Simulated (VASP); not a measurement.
# MgVBr2O (P-1) in VASP: reference runs

Reference runs on MgVBr2O: the cell as given and a disturbed copy.

Program: VASP 6.6.1. These are calculated values, not measurements. Logs are shortened: lines on timing, memory, paths and dates and some standing lists are left out, and cuts for length are marked.

### Step 1. The structure

The typed cell holds 5 atoms: a = 3.979 Å, b = 4.344 Å, c = 7.740 Å, α = 74.03°, β = 75.30°, γ = 90.00°.

The cell comes from a database or a generator and needn't be the stable form of this composition.

### Step 2. Single point, PBE, collinear spin, ferromagnetic start

File INCAR:

```
ALGO     = Normal         # electronic algorithm
EDIFF    = 1E-7           # SCF threshold, eV
ENCUT    = 520            # plane-wave cutoff, eV
GGA      = PE             # functional
ISIF     = 2              # what is computed and relaxed
ISMEAR   = -1             # smearing method
ISPIN    = 2              # spin polarisation
LASPH    = T              # aspherical terms in the spheres
LCHARG   = T              # write CHGCAR
LELF     = T              # ELF
LMAXMIX  = 4              # l up to which the mixer works
LORBIT   = 11             # projections on sites
LREAL    = F              # projectors in reciprocal space
LVHAR    = T            
LWAVE    = F              # write WAVECAR
MAGMOM   = 0 0 2 0 0      # initial moments
NBANDS   = 30             # bands
NELM     = 150            # most SCF steps
PREC     = Accurate       # precision mode
SIGMA    = 0.05           # smearing width, eV
```

File KPOINTS:

```
k-points
0
Gamma
  7 7 4
```

File POSCAR:

```
MgVBr2O
1.0
    3.9789696145      0.0000000000      0.0000000000
    0.0003202109      4.3444776426      0.0000000000
    1.9635126444      2.1293325701      7.1771301434
Br V Mg O
2 1 1 1
Direct
    0.3744640000      0.8752010000      0.2546500000
    0.6255360000      0.1247990000      0.7453500000
    0.0000000000      0.0000000000      0.0000000000
    0.5000000000      0.5000000000      0.0000000000
    0.0000000000      0.5000000000      0.0000000000
```

Potentials or basis: VASP PAW PBE potentials, release 64 (Br, V_sv, Mg, O).

Run with:

```bash
cat potpaw_PBE.64/Br/POTCAR potpaw_PBE.64/V_sv/POTCAR potpaw_PBE.64/Mg/POTCAR potpaw_PBE.64/O/POTCAR > POTCAR
mpirun -np 1 vasp_std > vasp.out
```

OUTCAR:

```text
EDIFF = 1E-7
   ENCUT = 520
   GGA = PE
   ISIF = 2
   ISMEAR = -1
   ISPIN = 2
   LASPH = T
   LORBIT = 11
   LREAL = F
   NELM = 150
   PREC = Accurate

 ion  position               nearest neighbor table
   1  0.374  0.875  0.255-   3 2.70   3 2.70   4 2.84   4 2.84
   2  0.626  0.125  0.745-   3 2.70   3 2.70   4 2.84   4 2.84
   3  0.000  0.000  0.000-   5 2.17   5 2.17   2 2.70   1 2.70   2 2.70   1 2.70   4 2.95   4 2.95
                             4 2.95   4 2.95
   4  0.500  0.500  0.000-   5 1.99   5 1.99   1 2.84   2 2.84   2 2.84   1 2.84   3 2.95   3 2.95
                             3 2.95   3 2.95
   5  0.000  0.500  0.000-   4 1.99   4 1.99   3 2.17   3 2.17

  LATTYP: Found a triclinic cell.
 ALAT       =     9.5581561866
 B/A-ratio  =     0.4162904996
 C/A-ratio  =     0.4545309335
 COS(alpha) =     0.0000737053
 COS(beta)  =     0.2228223221
 COS(gamma) =     0.6217184719

  Lattice vectors:

 A1 = (   5.9424822589,   2.1293325701,   7.1771301434)
 A2 = (   3.9789696145,   0.0000000000,   0.0000000000)
 A3 = (   0.0003202109,   4.3444776426,   0.0000000000)

Analysis of symmetry for initial positions (statically):
=====================================================================
 Subroutine PRICEL returns:
 Original cell was already a primitive cell.

 Routine SETGRP: Setting up the symmetry group for a
 triclinic supercell.

 Subroutine GETGRP returns: Found  2 space group operations
 (whereof  2 operations were pure point group operations)
 out of a pool of  2 trial point group operations.

The static configuration has the point symmetry S_2 .

Analysis of symmetry for dynamics (positions and initial velocities):
=====================================================================
 Subroutine PRICEL returns:
 Original cell was already a primitive cell.

 Routine SETGRP: Setting up the symmetry group for a
 triclinic supercell.

 Subroutine GETGRP returns: Found  2 space group operations
 (whereof  2 operations were pure point group operations)
 out of a pool of  2 trial point group operations.

The dynamic configuration has the point symmetry S_2 .

Analysis of structural, dynamic, and magnetic symmetry:
=====================================================================
 Subroutine PRICEL returns:
 Original cell was already a primitive cell.

 Routine SETGRP: Setting up the symmetry group for a
 triclinic supercell.

 Subroutine GETGRP returns: Found  2 space group operations
 (whereof  2 operations were pure point group operations)
 out of a pool of  2 trial point group operations.

The overall configuration has the point symmetry S_2 .
[... 138 lines left out ...]
  volume of cell :      124.07
 maximum number of plane-waves:      3364
 NGX is ok and might be reduce to    30
   NGX = 15   NGY = 17   NGZ = 29

 number of electron      35.0000006 magnetization       2.9999647

 Free energy of the ion-electron system (eV)
  ---------------------------------------------------
  ext. energy  EPLUGINS =         0.00000000
  ---------------------------------------------------
  free energy    TOTEN  =       -25.69565066 eV

  energy without entropy =      -25.69444052  energy(sigma->0) =      -25.69504559

 E-fermi :   3.2596     XC(G=0):  -8.0256

 val. band max:        3.0373714195   @ k =   0.0000   0.4286   0.2500
 cond. band min:       3.4462737346   @ k =  -0.2857   0.0000   0.2500
 fundamental gap:      0.4089023151
 Fermi energy:         3.2595957065

 spin component 1

 k-point     1 :       0.0000    0.0000    0.0000
  band No.  band energies     occupation
      1     -62.3192      1.00000
      2     -36.3377      1.00000
      3     -36.2451      1.00000
      4     -36.0736      1.00000
      5     -15.8005      1.00000
      6     -13.8385      1.00000
[... 757 lines left out ...]
     28       9.9017      0.00000
     29      10.1600      0.00000

 [... further k-points ...]

 spin component 2

 k-point     1 :       0.0000    0.0000    0.0000
  band No.  band energies     occupation
      1     -59.8190      1.00000
      2     -33.8851      1.00000
      3     -33.7566      1.00000
      4     -33.5861      1.00000
      5     -15.6889      1.00000
      6     -13.8255      1.00000
[... 757 lines left out ...]
     28      10.1562      0.00000
     29      10.5445      0.00000

 [... further k-points ...]

 [bands above 29 left out]

------------------------ aborting loop because EDIFF is reached ----------------------------------------

  FORCE on cell =-STRESS in cart. coord.  units (eV):
  Direction    XX          YY          ZZ          XY          YZ          ZX
  --------------------------------------------------------------------------------------
  -------------------------------------------------------------------------------------
  Total       -1.7497041     -1.2598537     -1.0055574     -0.0015620      0.0012386     -0.0045020
  in kB      -22.5951997    -16.2694058    -12.9854926     -0.0201719      0.0159946     -0.0581381
  external PRESSURE =     -17.2833660 kB  Pullay stress =       0.0000000 kB

 VOLUME and BASIS-vectors are now :
 -----------------------------------------------------------------------------
  energy-cutoff  :      520.00
  volume of cell :      124.07
      direct lattice vectors                 reciprocal lattice vectors
     3.978969614  0.000000000  0.000000000     0.251321346 -0.000018524 -0.068750766
     0.000320211  4.344477643  0.000000000     0.000000000  0.230177269 -0.068289685
     1.963512644  2.129332570  7.177130143     0.000000000  0.000000000  0.139331457

 POSITION                                       TOTAL-FORCE (eV/Angst)
 -----------------------------------------------------------------------------------
      1.99027      4.34453      1.82766        -0.001769     -0.000419     -0.274787
      3.95253      2.12928      5.34947         0.001769      0.000419      0.274787
      0.00000      0.00000      0.00000        -0.000000     -0.000000      0.000000
      1.98964      2.17224      0.00000         0.000000     -0.000000      0.000000
      0.00016      2.17224      0.00000         0.000000      0.000000      0.000000
 -----------------------------------------------------------------------------------
    total drift:                                0.000000      0.000000      0.000000

  FREE ENERGIE OF THE ION-ELECTRON SYSTEM (eV)
  ---------------------------------------------------
  free  energy   TOTEN  =       -25.6956506615 eV

  energy  without entropy=      -25.6944405153  energy(sigma->0) =      -25.69504559

 total charge

# of ion       s       p       d       tot
------------------------------------------
    1        1.610   3.254   0.019   4.883
    2        1.610   3.254   0.019   4.883
    3        2.156   6.107   3.091  11.353
    4        0.142   0.148   0.057   0.347
    5        1.543   3.477   0.000   5.020
--------------------------------------------------
tot          7.060  16.241   3.185  26.486

 magnetization (x)

# of ion       s       p       d       tot
------------------------------------------
    1       -0.000  -0.016   0.007  -0.009
    2       -0.000  -0.016   0.007  -0.009
    3        0.023   0.017   2.531   2.571
    4       -0.001   0.004   0.004   0.007
    5       -0.000   0.051   0.000   0.051
--------------------------------------------------
tot          0.020   0.040   2.549   2.610
```

OSZICAR:

```text
N       E                     dE             d eps       ncg     rms          rms(c)
DAV:   1     0.269508988386E+03    0.26951E+03   -0.15750E+04 13088   0.103E+03
DAV:   2    -0.634163844915E+01   -0.27585E+03   -0.26283E+03 13702   0.274E+02
DAV:   3    -0.284669775110E+02   -0.22125E+02   -0.21891E+02 14986   0.766E+01
DAV:   4    -0.287658318641E+02   -0.29885E+00   -0.29853E+00 13540   0.955E+00
DAV:   5    -0.287684135955E+02   -0.25817E-02   -0.25816E-02 14372   0.941E-01    0.149E+01
DAV:   6    -0.260129633948E+02    0.27555E+01   -0.16589E+01 13638   0.259E+01    0.762E+00
DAV:   7    -0.257368618884E+02    0.27610E+00   -0.19584E+00 13036   0.130E+01    0.487E+00
DAV:   8    -0.257192314654E+02    0.17630E-01   -0.21989E-01 13820   0.265E+00    0.256E+00
DAV:   9    -0.256917556411E+02    0.27476E-01   -0.53164E-02 14694   0.215E+00    0.697E-01
DAV:  10    -0.256948697521E+02   -0.31141E-02   -0.14240E-02 13216   0.709E-01    0.245E-01
DAV:  11    -0.256951878055E+02   -0.31805E-03   -0.26319E-03 13438   0.326E-01    0.102E-01
DAV:  12    -0.256955522638E+02   -0.36446E-03   -0.60569E-04 12492   0.147E-01    0.787E-02
DAV:  13    -0.256956119423E+02   -0.59678E-04   -0.13244E-04 13524   0.671E-02    0.338E-02
DAV:  14    -0.256956418935E+02   -0.29951E-04   -0.20238E-05 12612   0.321E-02    0.161E-02
DAV:  15    -0.256956494904E+02   -0.75969E-05   -0.11259E-05 12894   0.194E-02    0.872E-03
DAV:  16    -0.256956503660E+02   -0.87563E-06   -0.30327E-06 13548   0.110E-02    0.218E-03
DAV:  17    -0.256956506060E+02   -0.24000E-06   -0.47962E-07 13196   0.402E-03    0.160E-03
DAV:  18    -0.256956506615E+02   -0.55488E-07   -0.36945E-08 10440   0.140E-03
   1 F= -.25695651E+02 E0= -.25695046E+02  d E =-.121015E-02  mag=     3.0000
```

Wall time 14 min (1 thread of Intel Xeon Platinum 8488C (Sapphire Rapids), shared host); peak memory 0.7 GiB.

What came out:

```yaml
Free_energy: -25.6957 eV
Pressure: -1.7 GPa
Largest_force: 0.275 eV/Å
Band_gap_on_the_k_mesh: 0.41 eV, indirect (least direct gap 0.54 eV)
Net_moment: 3.00 μB per cell
Site_moments: Br -0.01; V +2.57; Mg +0.01; O +0.05 μB
Valence_electrons_inside_the_program's_atomic_spheres: Br 4.88; V 11.35; Mg 0.35; O 5.02
```

Forces in eV/Å, atoms in the order of the input:
```
Br  -0.002  0.000 -0.275
Br   0.002  0.000  0.275
V    0.000  0.000  0.000
Mg   0.000  0.000  0.000
O    0.000  0.000  0.000
```

Levels at points of the mesh, in eV from the valence-band top:
Spin up:
```
           k point  band 15  band 16  band 17  band 18  band 19  band 20  band 21  band 22  band 23  band 24
(0.00, 0.00, 0.00)    -3.51    -3.33    -1.41    -1.38    -0.68     0.69     0.71     0.95     3.84     3.95
(0.00, 0.00, 0.50)    -3.57    -3.54    -1.39    -1.38    -0.66     0.75     0.77     1.91     3.03     3.90
```
Spin down:
```tsv
k point	band 14	band 15	band 16	band 17	band 18	band 19
(0.00, 0.00, 0.00)	-3.69	-3.50	-3.22	0.80	1.21	1.28
(0.00, 0.00, 0.50)	-3.74	-3.56	-3.41	0.88	1.28	1.70
```

Caveat: an odd mesh through Γ misses points on the zone boundary, where band edges often lie.

### Step 3. Single point, PBE, collinear spin, ferromagnetic start (atoms moved at random, drawn with an rms of 0.05 Å)

File INCAR:

```
PREC = Accurate ; ENCUT = 520
EDIFF = 1E-7 ; ISMEAR = -1
SIGMA = 0.05 ; LREAL = F
LASPH = T ; NELM = 100
ALGO = Normal ; ISIF = 2
LWAVE = F ; LCHARG = F
ISPIN = 2 ; MAGMOM = 0 0 2 0 0
LORBIT = 11 ; LMAXMIX = 4
GGA = PE ; NBANDS = 30
```

File KPOINTS:

```
Automatic mesh
0
Gamma
  7 7 4
```

File POSCAR:

```
MgVBr2O
1.0
    3.9789696145      0.0000000000      0.0000000000
    0.0003202109      4.3444776426      0.0000000000
    1.9635126444      2.1293325701      7.1771301434
Br V Mg O
2 1 1 1
Direct
    0.3755600000      0.8807250000      0.2552570000
    0.6196370000      0.1238120000      0.7450490000
    0.0110940000      0.0055320000     -0.0073080000
    0.4984180000      0.4992730000     -0.0010600000
    0.0086590000      0.4961910000     -0.0061490000
```

Potentials or basis: VASP PAW PBE potentials, release 64 (Br, V_sv, Mg, O).

Run with:

```bash
cat potpaw_PBE.64/Br/POTCAR potpaw_PBE.64/V_sv/POTCAR potpaw_PBE.64/Mg/POTCAR potpaw_PBE.64/O/POTCAR > POTCAR
mpirun -np 1 vasp_std > vasp.out
```

OUTCAR:

```text
PREC = Accurate
   ENCUT = 520
   EDIFF = 1E-7
   ISMEAR = -1
   LREAL = F
   LASPH = T
   NELM = 100
   ISIF = 2
   ISPIN = 2
   LORBIT = 11
   GGA = PE

 ion  position               nearest neighbor table
   1  0.376  0.881  0.255-   3 2.72   3 2.76   4 2.82   4 2.87
   2  0.620  0.124  0.745-   3 2.63   3 2.71   4 2.84   4 2.84
   3  0.011  0.006  0.993-   5 2.13   5 2.21   2 2.63   2 2.71   1 2.72   1 2.76   4 2.91   4 2.93
                             4 2.96   4 2.98
   4  0.498  0.499  0.999-   5 1.96   5 2.02   1 2.82   2 2.84   2 2.84   1 2.87   3 2.91   3 2.93
                             3 2.96   3 2.98
   5  0.009  0.496  0.994-   4 1.96   4 2.02   3 2.13   3 2.21

  LATTYP: Found a triclinic cell.
[... 1779 lines left out ...]

 POSITION                                       TOTAL-FORCE (eV/Angst)
 -----------------------------------------------------------------------------------
      1.99582      4.36982      1.83201         0.030324     -0.059169     -0.449915
      3.92847      2.12436      5.34731         0.168206     -0.017060      0.099516
      1.99331      2.13781      7.12468        -0.237458     -0.177039      0.235061
      3.94478      4.29616      7.16952         0.430306      0.037231      0.057510
      1.98605      4.27193      7.13300        -0.391377      0.216037      0.057827
 -----------------------------------------------------------------------------------
    total drift:                                0.000044     -0.000501      0.000513

  FREE ENERGIE OF THE ION-ELECTRON SYSTEM (eV)
  ---------------------------------------------------
  free  energy   TOTEN  =       -25.6698218058 eV

  energy  without entropy=      -25.6685329897  energy(sigma->0) =      -25.66917740

 total charge

# of ion       s       p       d       tot
------------------------------------------
    1        1.610   3.249   0.017   4.876
    2        1.610   3.259   0.021   4.889
    3        2.156   6.107   3.093  11.356
    4        0.142   0.148   0.057   0.347
    5        1.543   3.478   0.000   5.021
--------------------------------------------------
tot          7.061  16.241   3.188  26.490

 magnetization (x)

# of ion       s       p       d       tot
------------------------------------------
    1       -0.000  -0.016   0.006  -0.010
    2       -0.000  -0.016   0.008  -0.008
    3        0.023   0.017   2.530   2.569
    4       -0.001   0.004   0.004   0.007
    5       -0.000   0.051   0.000   0.051
--------------------------------------------------
tot          0.020   0.041   2.548   2.609
```

OSZICAR:

```text
N       E                     dE             d eps       ncg     rms          rms(c)
DAV:   1     0.267130445382E+03    0.26713E+03   -0.15787E+04 13120   0.103E+03
DAV:   2    -0.628388480170E+01   -0.27341E+03   -0.26043E+03 13692   0.274E+02
DAV:   3    -0.284445565200E+02   -0.22161E+02   -0.21918E+02 14952   0.766E+01
DAV:   4    -0.287463841985E+02   -0.30183E+00   -0.30152E+00 13498   0.960E+00
DAV:   5    -0.287489755696E+02   -0.25914E-02   -0.25912E-02 14458   0.941E-01    0.149E+01
DAV:   6    -0.259915743819E+02    0.27574E+01   -0.16678E+01 13642   0.260E+01    0.764E+00
DAV:   7    -0.257103873697E+02    0.28119E+00   -0.19740E+00 13062   0.132E+01    0.490E+00
DAV:   8    -0.256933806628E+02    0.17007E-01   -0.22360E-01 13860   0.267E+00    0.258E+00
DAV:   9    -0.256659156378E+02    0.27465E-01   -0.53344E-02 14742   0.218E+00    0.700E-01
DAV:  10    -0.256690643357E+02   -0.31487E-02   -0.14780E-02 13214   0.722E-01    0.247E-01
DAV:  11    -0.256693598189E+02   -0.29548E-03   -0.27281E-03 13680   0.335E-01    0.102E-01
DAV:  12    -0.256697214818E+02   -0.36166E-03   -0.61466E-04 12588   0.148E-01    0.790E-02
DAV:  13    -0.256697819200E+02   -0.60438E-04   -0.13412E-04 13560   0.677E-02    0.337E-02
DAV:  14    -0.256698127140E+02   -0.30794E-04   -0.20859E-05 12630   0.326E-02    0.162E-02
DAV:  15    -0.256698205531E+02   -0.78391E-05   -0.11218E-05 13008   0.194E-02    0.887E-03
DAV:  16    -0.256698214983E+02   -0.94526E-06   -0.31101E-06 13542   0.112E-02    0.221E-03
DAV:  17    -0.256698217512E+02   -0.25284E-06   -0.49888E-07 13190   0.415E-03    0.162E-03
DAV:  18    -0.256698218058E+02   -0.54607E-07   -0.37611E-08 10460   0.143E-03
   1 F= -.25669822E+02 E0= -.25669177E+02  d E =-.128882E-02  mag=     3.0000
```

It took 14 min on 1 thread of Intel Xeon Platinum 8488C (Sapphire Rapids), shared host; peak memory 0.7 GiB.

What came out:

```
Free energy                                           : -25.6698 eV
Pressure                                              : -1.7 GPa
Largest force                                         : 0.455 eV/Å
Band gap on the k mesh                                : 0.40 eV, indirect (least direct gap 0.53 eV)
Net moment                                            : 3.00 μB per cell
Site moments                                          : Br -0.01; V +2.57; Mg +0.01; O +0.05 μB
Valence electrons inside the program's atomic spheres : Br 4.88, 4.89; V 11.36; Mg 0.35; O 5.02
```

Forces in eV/Å, atoms in the order of the input:
```
Br   0.030 -0.059 -0.450
Br   0.168 -0.017  0.100
V   -0.237 -0.177  0.235
Mg   0.430  0.037  0.058
O   -0.391  0.216  0.058
```

Stress tensor (GPa, compression positive):
```
-2.13  0.00 -0.29
 0.00 -1.57 -0.09
-0.29 -0.09 -1.32
```

Levels at points of the mesh, in eV from the valence-band top:
Spin up:
| k point | band 15 | band 16 | band 17 | band 18 | band 19 | band 20 | band 21 | band 22 | band 23 | band 24 |
| --- | --- | --- | --- | --- | --- | --- | --- | --- | --- | --- |
| (0.00, 0.00, 0.00) | -3.52 | -3.33 | -1.40 | -1.37 | -0.68 | 0.67 | 0.73 | 0.94 | 3.84 | 3.95 |
| (0.00, 0.00, 0.50) | -3.58 | -3.54 | -1.38 | -1.37 | -0.66 | 0.74 | 0.77 | 1.90 | 3.03 | 3.89 |
Spin down:
```
           k point  band 14  band 15  band 16  band 17  band 18  band 19
(0.00, 0.00, 0.00)    -3.68    -3.51    -3.23     0.80     1.21     1.28
(0.00, 0.00, 0.50)    -3.73    -3.56    -3.42     0.88     1.28     1.70
```

Caveat: an odd mesh through Γ misses points on the zone boundary, where band edges often lie.
